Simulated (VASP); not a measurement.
Calculation: LDA (Ceperley-Alder, Perdew-Zunger), VASP's LDA PAW potentials (set 64) (plane waves; VASP 6.6.1).

Input for VASP

**INCAR**
```
# general
SYSTEM = KMgF3
PREC   = Accurate
ENCUT  = 520   # plane-wave cut-off (eV)
LREAL  = .FALSE.   # projection in real space or not
LASPH  = .TRUE.   # aspherical one-centre terms

# electronic loop
EDIFF  = 1E-8
NELM   = 100   # most electronic steps
ALGO   = Normal   # blocked Davidson

# smearing
ISMEAR = 0
SIGMA  = 0.05   # width (eV)

# ions
IBRION = 1   # quasi-Newton
NSW    = 30
ISIF   = 2   # forces and stress, cell fixed
EDIFFG = -0.001   # ionic stop

# output
LWAVE  = .FALSE.
LCHARG = .FALSE.
```

**POSCAR**
```
KMgF3
1.0
  3.8963603276   0.0000000000   0.0000000000
  0.0000000000   3.8963603276   0.0000000000
  0.0000000000   0.0000000000   3.8963603276
K Mg F
1 1 3
direct
  0.0000000000   0.0000000000   0.0000000000
  0.5000000000   0.5000000000   0.5000000000
  0.5000000000   0.0000000000   0.5000000000
  0.0000000000   0.5000000000   0.5000000000
  0.5000000000   0.5000000000   0.0000000000
```

File KPOINTS:
```
Automatic
0
G
 5 5 5
```

POTCAR, in this order: K_sv Mg F (LDA.64 set). Program: vasp_std.

What VASP printed:

File OSZICAR:
```
       N       E                     dE             d eps       ncg     rms          rms(c)
DAV:   1     0.258881955370E+03    0.25888E+03   -0.17868E+04   400   0.158E+03
DAV:   2    -0.178639846805E+02   -0.27675E+03   -0.26229E+03   552   0.409E+02
DAV:   3    -0.288761110526E+02   -0.11012E+02   -0.10982E+02   480   0.817E+01
DAV:   4    -0.292622299293E+02   -0.38612E+00   -0.38530E+00   684   0.133E+01
DAV:   5    -0.292638800327E+02   -0.16501E-02   -0.16500E-02   464   0.821E-01    0.869E+00
DAV:   6    -0.272163746456E+02    0.20475E+01   -0.86726E+00   444   0.230E+01    0.409E+00
DAV:   7    -0.271668119969E+02    0.49563E-01   -0.27229E-01   540   0.354E+00    0.276E+00
DAV:   8    -0.271324951078E+02    0.34317E-01   -0.60652E-02   456   0.273E+00    0.319E-01
DAV:   9    -0.271312713332E+02    0.12238E-02   -0.12263E-02   544   0.821E-01    0.983E-02
DAV:  10    -0.271313483284E+02   -0.76995E-04   -0.75231E-04   496   0.193E-01    0.252E-02
DAV:  11    -0.271313471579E+02    0.11705E-05   -0.23635E-05   500   0.458E-02    0.140E-02
DAV:  12    -0.271313458970E+02    0.12609E-05   -0.62927E-06   468   0.224E-02    0.969E-04
DAV:  13    -0.271313459265E+02   -0.29527E-07   -0.28662E-07   536   0.323E-03    0.931E-04
DAV:  14    -0.271313459223E+02    0.42023E-08   -0.14590E-08   328   0.984E-04
   1 F= -.27131346E+02 E0= -.27131346E+02  d E =-.271313E+02
```

**OUTCAR**
```
------------------------ aborting loop because EDIFF is reached ----------------------------------------
  FORCE on cell =-STRESS in cart. coord.  units (eV):
  Direction    XX          YY          ZZ          XY          YZ          ZX
  --------------------------------------------------------------------------------------
  Total       -0.0150323     -0.0150323     -0.0150323     -0.0000000     -0.0000000      0.0000000
  in kB       -0.4071535     -0.4071535     -0.4071535     -0.0000000     -0.0000000      0.0000000
  external PRESSURE =      -0.4071535 kB  Pullay stress =       0.0000000 kB
  volume of cell :       59.15
      direct lattice vectors                 reciprocal lattice vectors
     3.896360328  0.000000000  0.000000000     0.256649775  0.000000000  0.000000000
     0.000000000  3.896360328  0.000000000     0.000000000  0.256649775  0.000000000
     0.000000000  0.000000000  3.896360328     0.000000000  0.000000000  0.256649775
 POSITION                                       TOTAL-FORCE (eV/Angst)
 -----------------------------------------------------------------------------------
      0.00000      0.00000      0.00000         0.000000      0.000000      0.000000
      1.94818      1.94818      1.94818         0.000000      0.000000      0.000000
      1.94818      0.00000      1.94818         0.000000      0.000000      0.000000
      0.00000      1.94818      1.94818         0.000000      0.000000      0.000000
      1.94818      1.94818      0.00000         0.000000      0.000000      0.000000
 -----------------------------------------------------------------------------------
    total drift:                                0.000000      0.000000     -0.000000
  FREE ENERGIE OF THE ION-ELECTRON SYSTEM (eV)
  ---------------------------------------------------
  free  energy   TOTEN  =       -27.1313459223 eV

  energy  without entropy=      -27.1313459223  energy(sigma->0) =      -27.13134592

 reached required accuracy - stopping structural energy minimisation
```
(Selected blocks of OUTCAR.)

The compound is KMgF3 in the cubic perovskite structure. It was relaxed first, which changed the volume by -7 %. The start is the result of an earlier pass.
